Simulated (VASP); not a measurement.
Data:

```
MnF2
1.0
    4.84564     0.00000     0.00000
    0.00000     4.84564     0.00000
    0.00000     0.00000     3.28050
Mn F
2 4
Direct
  0.00000   0.00000   0.00000
  0.50000   0.50000   0.50000
  0.30360   0.30360   0.00000
  0.80360   0.19640   0.50000
  0.19640   0.80360   0.50000
  0.69640   0.69640   0.00000
```
Starting moments (μB, in the order of the record's atoms Mn Mn F F F F): 4.5 -4.5 0.0 0.0 0.0 0.0.

The numbers are results of PBEsol GGA, VASP's PBE PAW potentials (set 64) (plane waves; VASP 6.6.1), not measurements. Numerical set-up: 520 eV cut-off, Gaussian smearing of 0.050 eV, potentials Mn_pv F.

Question: Estimate the cell moment, band gap (along the path) with the smallest direct gap where there is one.

Answer: 
```yaml
band gap (along the path): 2.05 eV
smallest direct gap (along the path): 2.12 eV
cell_moment: 0.00 μB
```

The absolute energy has meaning only against runs of the same code, potentials and settings.

The compound is MnF2 in the rutile structure. It was relaxed first.
